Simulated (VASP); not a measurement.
**Hf (relaxed from the diamond structure, space group Fd-3m): computed properties**

Computed with r2SCAN meta-GGA, VASP's PBE PAW potentials (set 64) (plane waves; VASP).

- space group = Fd-3m (227)
- cell = a = 6.439 Å, b = 6.439 Å, c = 6.439 Å, α = 90.00°, β = 90.00°, γ = 90.00°
- volume per atom = 33.37 Å³/atom
- band gap (over mesh and band path) = none (metal, semimetal or under 0.01 eV)
- density = 8.88 g/cm³

```xyz
2
Lattice="0.0000 3.2195 3.2195 3.2195 0.0000 3.2195 3.2195 3.2195 0.0000" Properties=species:S:1:pos:R:3 pbc="T T T"
Hf     4.8292     4.8292     4.8292
Hf     3.2195     3.2195     3.2195
```

Unless said otherwise, spin-orbit coupling is left out, though it shifts the bands of the heavy elements here.

The structure was generated: Hf was put into the diamond type (Fd-3m), which need not be its known phase. It was relaxed first, which changed the volume by +5 %. Symmetry was kept, so distortions that lower it aren't found.
